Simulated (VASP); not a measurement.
**Quasiparticle energies of SiC (Moissanite 3C) in VASP**

How does the gap of SiC (Moissanite 3C) change from the starting functional to GW? The cell is of the zinc-blende type, one of the forms listed for this formula. The start is a cell from a database of measured crystal structures.

Main program and level: VASP 6.6.1; LDA; plane waves and PAW (Si_GW, C_GW), in the first sound run; inputs show where later runs differ.

Most raw output is cut from this account.

## Step 1: Set-up

Symmetry: F-43m, No. 216, cubic system. The conventional cell has a = 4.358 Å, b = 4.358 Å, c = 4.358 Å, α = 90.00°, β = 90.00°, γ = 90.00°. Nearest to Si lie 4 C at 1.89 Å. C has 4 Si at 1.89 Å nearest. Farther neighbours are not listed.

## Step 2: Ground state

Many-body steps start from the orbitals of a self-consistent run, here LDA. A small SIGMA keeps every occupation at zero or full.

File INCAR:

```
SYSTEM = SiC
PREC = Accurate
ENCUT = 440
EDIFF = 1E-08
NELM = 100
ISMEAR = 0
SIGMA = 0.01
LREAL = .FALSE.
ALGO = Normal
GGA = CA
NBANDS = 10
LORBIT = 11
LWAVE = .TRUE.
LCHARG = .FALSE.
KPAR = 4
```

File POSCAR:

```
SiC
1.0
    0.0000000000      2.1790000000      2.1790000000
    2.1790000000      0.0000000000      2.1790000000
    2.1790000000      2.1790000000      0.0000000000
Si C
1 1
Direct
    0.0000000000      0.0000000000      0.0000000000
    0.7500000000      0.7500000000      0.7500000000
```

File KPOINTS:

```
Automatic mesh
0
Gamma
7 7 7
0 0 0
```

Potentials, in the order of the species: Si_GW and C_GW (LDA family, release 64).

Command:

```
$ mpirun -np 4 vasp_std
```

Wall time 5 s (4 MPI ranks of AMD EPYC 7R43, shared host); peak memory 0.38 GiB; 14 s of CPU time.

The gap is read on the k-mesh alone, so it is an upper bound where the band edges lie off the mesh.

A gap read on the k-mesh alone can miss the band edges.

Numbers from this step:

```yaml
free_energy_toten: -16.63 eV
fermi_energy: 7.830 eV
pressure: -5.306 GPa
gap_on_the_k_mesh: 1.537 eV
least_direct_gap_on_the_k_mesh: 4.630 eV
```

The cell has a gap of 1.54 eV on this mesh and a pressure of -5.3 GPa, which holds the misfit of the given cell and coordinates with this functional, and any error of cutoff, mesh and data sets.

## Step 3: Empty bands

The next step needs empty bands that the ground-state run didn't converge, so the Hamiltonian is diagonalised exactly for NBANDS bands, in a single step. LOPTICS writes the k-derivatives of the orbitals (WAVEDER), which give the long-wavelength limit of the screening.

File INCAR:

```
SYSTEM = SiC
PREC = Accurate
ENCUT = 440
ISMEAR = 0
SIGMA = 0.01
LREAL = .FALSE.
GGA = CA
NBANDS = 20
ALGO = Exact
NELM = 1
LWAVE = .TRUE.
LCHARG = .FALSE.
LOPTICS = .TRUE.
NEDOS = 1000
CSHIFT = 0.1
```

POSCAR is that of step 2.

KPOINTS is that of step 2.

Command:

```
$ mpirun -np 4 vasp_std
```

It took 7 s on 4 MPI ranks; peak memory 0.35 GiB.

WAVECAR now holds 20 bands for 8 electrons. Its independent-particle dielectric tensor has xx, yy, zz = 7.6, 7.6, 7.6 on this mesh, which isn't tested for convergence in mesh or bands and lacks local fields.

## Step 4: G0W0, bands in the sums 20

This step: G0W0 on LDA; plane waves and PAW (Si_GW, C_GW) (VASP 6.6.1).

G0W0 keeps orbitals and screening fixed and shifts each of the lowest NBANDSGW levels once.

File INCAR:

```
SYSTEM = SiC
PREC = Accurate
ENCUT = 440
ISMEAR = 0
SIGMA = 0.01
LREAL = .FALSE.
GGA = CA
NBANDS = 20
ALGO = EVGW0
NELMGW = 1
ENCUTGW = 180
NOMEGA = 48
PRECFOCK = Fast
NBANDSGW = 12
LWAVE = .FALSE.
LCHARG = .FALSE.
```

POSCAR is that of step 3.

KPOINTS is that of step 3.

Command:

```
$ mpirun -np 4 vasp_std
```

The job ended after 1.9 min (4 MPI ranks; peak memory 0.6 GiB).

This step gave:

```yaml
quasiparticle_gap_on_the_mesh: 2.264 eV
smallest_direct_quasiparticle_gap_on_the_mesh: 5.688 eV
gap_of_the_starting_orbitals_on_the_mesh: 1.537 eV
```

GW takes the gap from 1.537 to 2.264 eV. The value holds for 20 bands, ENCUTGW = 180 eV and this mesh, and isn't shown to be converged in them.

## Step 5: Empty bands

This step: LDA; plane waves and PAW (Si_GW, C_GW) (VASP 6.6.1).

The empty bands are made again, for the run that follows.

File INCAR:

```
SYSTEM = SiC
PREC = Accurate
ENCUT = 440
ISMEAR = 0
SIGMA = 0.01
LREAL = .FALSE.
GGA = CA
NBANDS = 36
ALGO = Exact
NELM = 1
LWAVE = .TRUE.
LCHARG = .FALSE.
LOPTICS = .TRUE.
NEDOS = 1000
CSHIFT = 0.1
```

POSCAR is that of step 4.

KPOINTS is that of step 4.

Command:

```
$ mpirun -np 4 vasp_std
```

The job ended after 8 s (4 MPI ranks; peak memory 0.4 GiB; 26 s of CPU time).

WAVECAR now holds 36 bands for 8 electrons.

## Step 6: G0W0, bands in the sums 36

This step: G0W0 on LDA; plane waves and PAW (Si_GW, C_GW) (VASP 6.6.1).

The sums now run over 36 bands at the same response cutoff.

File INCAR:

```
SYSTEM = SiC
PREC = Accurate
ENCUT = 440
ISMEAR = 0
SIGMA = 0.01
LREAL = .FALSE.
GGA = CA
NBANDS = 36
ALGO = EVGW0
NELMGW = 1
ENCUTGW = 180
NOMEGA = 48
PRECFOCK = Fast
NBANDSGW = 12
LWAVE = .FALSE.
LCHARG = .FALSE.
```

POSCAR is that of step 5.

KPOINTS is that of step 5.

Command:

```
$ mpirun -np 4 vasp_std
```

Wall time 3 min (4 MPI ranks); peak memory 0.65 GiB; 12 min of CPU time.

The gap is now 2.333 eV, +68 meV against the GW run before.

## Step 7: Empty bands

This step: LDA; plane waves and PAW (Si_GW, C_GW) (VASP 6.6.1).

File INCAR:

```
SYSTEM = SiC
PREC = Accurate
ENCUT = 440
ISMEAR = 0
SIGMA = 0.01
LREAL = .FALSE.
GGA = CA
NBANDS = 72
ALGO = Exact
NELM = 1
LWAVE = .TRUE.
LCHARG = .FALSE.
LOPTICS = .TRUE.
NEDOS = 1000
CSHIFT = 0.1
```

POSCAR is that of step 6.

KPOINTS is that of step 6.

Command:

```
$ mpirun -np 4 vasp_std
```

It took 7.8 s on 4 MPI ranks; peak memory 0.41 GiB; 26 s of CPU time.

WAVECAR now holds 72 bands for 8 electrons.

## Step 8: G0W0, bands in the sums 72

This step: G0W0 on LDA; plane waves and PAW (Si_GW, C_GW) (VASP 6.6.1).

The sums now run over 72 bands at the same response cutoff.

File INCAR:

```
SYSTEM = SiC
PREC = Accurate
ENCUT = 440
ISMEAR = 0
SIGMA = 0.01
LREAL = .FALSE.
GGA = CA
NBANDS = 72
ALGO = EVGW0
NELMGW = 1
ENCUTGW = 180
NOMEGA = 48
PRECFOCK = Fast
NBANDSGW = 12
LWAVE = .FALSE.
LCHARG = .FALSE.
```

POSCAR is that of step 7.

KPOINTS is that of step 7.

Command:

```
$ mpirun -np 4 vasp_std
```

Wall time 5.2 min (4 MPI ranks); peak memory 0.81 GiB; 21 min of CPU time.

The gap is now 2.429 eV, +97 meV against the GW run before.

## Step 9: Empty bands

This step: LDA; plane waves and PAW (Si_GW, C_GW) (VASP 6.6.1).

File INCAR:

```
SYSTEM = SiC
PREC = Accurate
ENCUT = 440
ISMEAR = 0
SIGMA = 0.01
LREAL = .FALSE.
GGA = CA
NBANDS = 116
ALGO = Exact
NELM = 1
LWAVE = .TRUE.
LCHARG = .FALSE.
LOPTICS = .TRUE.
NEDOS = 1000
CSHIFT = 0.1
```

POSCAR is that of step 8.

KPOINTS is that of step 8.

Command:

```
$ mpirun -np 4 vasp_std
```

Run time: 7.2 s. Hardware: 4 MPI ranks; peak memory 0.38 GiB.

WAVECAR now holds 116 bands for 8 electrons.

## Step 10: G0W0, bands in the sums 116

This step: G0W0 on LDA; plane waves and PAW (Si_GW, C_GW) (VASP 6.6.1).

The sums now run over 116 bands at the same response cutoff.

File INCAR:

```
SYSTEM = SiC
PREC = Accurate
ENCUT = 440
ISMEAR = 0
SIGMA = 0.01
LREAL = .FALSE.
GGA = CA
NBANDS = 116
ALGO = EVGW0
NELMGW = 1
ENCUTGW = 180
NOMEGA = 48
PRECFOCK = Fast
NBANDSGW = 12
LWAVE = .FALSE.
LCHARG = .FALSE.
```

POSCAR is that of step 9.

KPOINTS is that of step 9.

Command:

```
$ mpirun -np 4 vasp_std
```

It took 7.6 min on 4 MPI ranks; peak memory 0.97 GiB.

The gap is now 2.471 eV, +41 meV against the GW run before.

## Step 11: Summary

This step: GW series: G0W0 on LDA; plane waves and PAW (VASP 6.6.1).

No new run; the numbers come from the runs before.

Cost is wall time times ranks on a shared host, with the step that makes the empty bands. GW runs:

| level | bands | ENCUTGW (eV) | NOMEGA | k mesh | starting gap (eV) | quasiparticle gap (eV) | direct gap (eV) | cost (core minutes) |
| --- | --- | --- | --- | --- | --- | --- | --- | --- |
| G0W0 | 20 | 180 | 48 | 7x7x7 | 1.537 | 2.264 | 5.688 | 8.07 |
| G0W0 | 36 | 180 | 48 | 7x7x7 | 1.537 | 2.333 | 5.688 | 12.41 |
| G0W0 | 72 | 180 | 48 | 7x7x7 | 1.537 | 2.429 | 5.738 | 21.19 |
| G0W0 | 116 | 180 | 48 | 7x7x7 | 1.537 | 2.471 | 5.76 | 31.02 |

## Step 12: Outcome

- G0W0 on LDA, 116 bands, ENCUTGW 180 eV, NOMEGA 48, mesh 7×7×7: 1.537 → 2.471 eV
- G0W0 on LDA, 20 bands, ENCUTGW 180 eV, NOMEGA 48, mesh 7×7×7: 1.537 → 2.264 eV

What this shows: G0W0 gives a quasiparticle gap of 2.471 eV on the mesh, 0.93 eV over the LDA gap on the same mesh. On this mesh the starting valence top lies at Γ and the conduction bottom at (0.429, 0.429, 0), so the starting gap is indirect. The steps of the series move the gap by +68, +97, +41 meV; the last costs 1.5 times the one before. The last step lies outside a tolerance of 30 meV, picked for this account, and the last two together move the gap by +138 meV. Response cutoff and mesh weren't varied, so the series can only reach this cutoff's value, and band edges off the mesh aren't seen. The given cell is kept, although it stands at -5.3 GPa at LDA and ENCUT = 440 eV, which holds the mismatch of the given cell with this functional and any basis-set error. Not tabulated here, as repeats of values shown or as unfit to read for their mesh, reference level or band range: eps2 curves (empty bands); eps1 curves and static values (empty bands); gaps (empty bands).

[Lines on the potential files, build, host, timing and source positions are cut from VASP's logs without a mark.]

[Logs are printed without paths, hosts, clocks, repeated set-up lines and the standing remarks that a program may print on its own settings, such as how far it seeks lower states.]

[Hosts, paths, dates, database ids (printed as entryN), source tags and the programs' standing remarks are cut or masked in the printed files.]

[Pressures printed for these runs are not shown converged in the cutoff: they can be off by several GPa and have the wrong sign.]
